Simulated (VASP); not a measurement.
Input:

```xyz
3
Lattice="0.0000 2.7268 2.7268 2.7268 0.0000 2.7268 2.7268 2.7268 0.0000" Properties=species:S:1:pos:R:3 pbc="T T T"
Ca     2.7268     2.7268     5.4536
F      1.3634     1.3634     1.3634
F      4.0902     4.0902     4.0902
```

All values below come from r2SCAN meta-GGA, VASP's PBE PAW potentials (set 64) (plane waves; VASP 6.6.1). Numerical set-up: 600 eV cut-off, 6×6×6 Γ-centred mesh, Gaussian smearing of 0.050 eV, potentials Ca_sv F.

Energy and stress use the plane-wave basis of the starting cell.

Question: The ions, cell shape and volume at an external pressure of 2.0 GPa are relaxed. Give the cell that the relaxation ends in.

Answer: 
```xyz
3
Lattice="0.0000 2.7049 2.7049 2.7049 0.0000 2.7049 2.7049 2.7049 0.0000" Properties=species:S:1:pos:R:3 pbc="T T T"
Ca     0.0000     0.0000     0.0000
F      1.3524     1.3524     1.3524
F      4.0573     4.0573     4.0573
```
Space group Fm-3m (225), at a tolerance of 0.03 Å.

Question: How do energy and volume change from the first to the last step?

Answer: The energy (σ→0) changes by +1.7 meV/atom and the volume by -2.4 %, in 3 ionic steps.

```
step  E(σ→0) (eV)  max force (eV/Å)  pressure (GPa)  volume (Å³)
----  -----------  ----------------  --------------  -----------
1        -25.9561             0.000           -0.25        40.55
2        -25.9490             0.000            2.34        39.44
3        -25.9509             0.000            2.02        39.58
```

The compound is CaF2 in the fluorite structure. This run relaxes it under an external pressure of 2 GPa. Symmetry was kept, so distortions that lower it aren't found.
